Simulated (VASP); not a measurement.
Energy against volume of CrO₂ (rutile). Level of theory: PW91 GGA, VASP's PBE PAW potentials (set 64) (plane waves; VASP 6.6.1). Numerical set-up: 520 eV cut-off, 7×7×10 Γ-centred mesh, first-order Methfessel-Paxton smearing of 0.10 eV, potentials Cr_pv O.

Shape and ions are relaxed at each volume.

```csv
V (Å³/atom),E (eV/atom)
9.328,-8.39675
9.616,-8.40396
9.905,-8.39855
10.193,-8.38263
```

Task: Fit these four points and predict the energy of the run at 9.039 Å³/atom.

Result: A cubic in V^(−2/3), the third-order Birch-Murnaghan form, passes through the four points with V0 = 9.63 Å³/atom and B0 = 232 GPa, and gives -8.3744 eV/atom there. The run gave -8.3744 eV/atom, -0.0 meV/atom from the fit; all five points give B0 = 231 GPa.

The compound is CrO2 in the rutile structure. It was relaxed first.
